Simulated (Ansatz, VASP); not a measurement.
**LuBe4: VASP beside Ansatz**

```
Lu Be
1.0
    -2.32518    2.32518    2.32518
     2.32518   -2.32518    2.32518
     2.32518    2.32518   -2.32518
Lu Be
1 4
Direct
  0.00000 0.00000 0.00000
  0.00000 0.00000 0.50000
  0.50000 0.00000 0.00000
  0.50000 0.50000 0.50000
  0.00000 0.50000 0.00000
```

Change from the starting cell: species swapped into the NiHg4 type (Im-3m, No. 229).

Alike in both runs: task relaxation of cell and atoms; functional PBE; k mesh 6 × 6 × 6; occupations gaussian, width 0.1 eV; no spin polarisation.

```csv
,VASP,Ansatz
version,VASP 6.6.1,Ansatz 0.2.0
potentials or method,"VASP PAW PBE potentials, release 64 (Lu, Be)","scalar-relativistic, plane waves, PAW"
plane-wave cutoff (eV),600,420
valence electrons in the cell,33,33
```

VASP gave:

```
gap on the k mesh at the Fermi level, each at its own relaxed structure (eV) : none
relaxed volume (Å³/atom)                                                     : 21.95
relaxed cell length with the largest relative difference (Å)                 : 5.224
energy change over the relaxation (meV/atom)                                 : -1341
```

Task: What did Ansatz give for the same quantities?

Result: gap on the k mesh at the Fermi level, each at its own relaxed structure (eV): none; relaxed volume (Å³/atom): 21.59; relaxed cell length with the largest relative difference (Å): 5.195; energy change over the relaxation (meV/atom): -1322.

A gap of «none» marks a metal or a gap that the smearing closes.

Caveats: the volume moved by over 15 % at a fixed basis, so the end points are rough (VASP); the bands computed are all filled at some k points, so no gap is given. The runs have no spin-orbit coupling, so splittings on Lu are missing.
